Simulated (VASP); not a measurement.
Given:

```
CELL_PARAMETERS angstrom
      0.00000     1.77397     1.77397
      1.77397     0.00000     1.77397
      1.77397     1.77397     0.00000
ATOMIC_POSITIONS crystal
  C  0.00000 0.00000 0.00000
  C  0.25000 0.25000 0.25000
```

Method: r2SCAN meta-GGA, VASP's PBE PAW potentials (set 64) (plane waves; VASP). Numerical set-up: 620 eV cut-off, 13×13×13 Γ-centred mesh, Gaussian smearing of 0.050 eV, potentials C.

**Question.** Predict the energy per atom (σ→0), pressure.

**Answer.** 
| Property | Value |
|---|---|
| energy per atom (σ→0) | -9.832 eV/atom |
| pressure | 52.1 kbar |

The compound is C in the diamond structure. It was relaxed first under an external pressure of 5 GPa.
